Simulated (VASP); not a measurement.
The system is CdTe4.

```
Cd Te
1.0
     5.59846    0.00000    0.00000
     0.00000    5.59846    0.00000
     0.00000    0.00000    5.59846
Cd Te
1 4
Cartesian
  0.0000 0.0000 0.0000
  0.0000 2.7992 2.7992
  2.7992 0.0000 2.7992
  2.7992 2.7992 0.0000
  2.7992 2.7992 2.7992
```

The cell was built by a generator and needn't be a form met in nature.

The cell isn't the ideal one: random cell by space group and Wyckoff sites (Pm-3m, No. 221).

```yaml
Program: VASP 6.6.1
Task: relaxation of cell and atoms
Functional: PBE
Potentials_or_basis: VASP PAW PBE potentials, release 64 (Cd, Te)
Cutoff: 600 eV
k_mesh: 4 × 4 × 4
Occupations: gaussian, width 0.1 eV
Spin: no spin polarisation
```

At the start: pressure 4.5 GPa; volume 35.09 Å³/atom.

Task: How do energy, volume and symmetry change on relaxing?

Result: Over 3 steps the energy falls by 54.9 meV/atom and the volume is 39.59 Å³/atom (+12.8 %); space group Pm-3m (No. 221, to 0.05 Å).

The path:
```csv
step,energy change (eV),largest force (eV/Å),pressure (GPa),volume (Å³)
1,0.0000,0.0000,4.48,175.47
2,-0.2697,0.0000,-0.42,201.62
3,-0.2745,0.0000,0.02,197.95
```

Final structure:
```yaml
crystal:
  lattice:
    - [5.82799, 0.00000, 0.00000]
    - [0.00000, 5.82799, 0.00000]
    - [0.00000, 0.00000, 5.82799]
  atoms:
    - { symbol: Cd, position: [0.00000, 0.00000, 0.00000] }
    - { symbol: Te, position: [0.00000, 0.50000, 0.50000] }
    - { symbol: Te, position: [0.50000, 0.00000, 0.50000] }
    - { symbol: Te, position: [0.50000, 0.50000, 0.00000] }
    - { symbol: Te, position: [0.50000, 0.50000, 0.50000] }
```
